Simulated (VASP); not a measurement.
Calculation: LDA (Ceperley-Alder, Perdew-Zunger), VASP's LDA PAW potentials (set 64) (plane waves; VASP).

A VASP calculation is set up with these files.

KPOINTS:
```
Automatic mesh
0
Gamma
2 2 2
0.5 0.5 0.5
```

**INCAR**
```
! general
SYSTEM  = InPd
PREC    = Accurate
ENCUT   = 240
LREAL   = .False.
LASPH   = .True.

! electronic loop
EDIFF   = 1E-6
NELM    = 100
ALGO    = Normal
LMAXMIX = 4

! smearing
ISMEAR  = 0
SIGMA   = 0.272

! ions
ISIF    = 2

! output
LWAVE   = .False.
LCHARG  = .False.
```

### POSCAR
```
InPd
1
    3.2718800000     0.0000000000     0.0000000000
    0.0000000000     3.2718800000     0.0000000000
    0.0000000000     0.0000000000     3.2718800000
In Pd
1 1
Direct
 -0.0001540000   0.0017000000  -0.0037840000
  0.5001540000   0.4983000000   0.5037840000
```

POTCAR, in this order: In_d Pd (LDA.64 set). Program: vasp_std.

### Question
What will the output report for the number of irreducible k-points (NKPTS), largest plane-wave count, number of space-group operations, FFT grid (NGX, NGY, NGZ)?

### Answer

```yaml
number of irreducible k-points (NKPTS): 4
largest_plane_wave_count: 290
number_of_space_group_operations: 1
FFT grid (NGX, NGY, NGZ): 18 × 18 × 18
```

The structure comes from a computed database's InPd entry; how it stands against other phases isn't given here. The cell was not relaxed at this level, atoms are displaced from their ideal sites. The k-mesh is coarse (spacing up to 0.96 per Å, 2π included), so the numbers may not be converged in it. The run is one of a series of settings (ENCUT = 240, ISMEAR = 0, SIGMA = 0.272, KPOINTS 2×2×2 Γ-centred mesh shifted by (0.5, 0.5, 0.5) against the base run), some of them coarse on purpose. The electron count is odd and the run is not spin-polarised, which forces a metal.
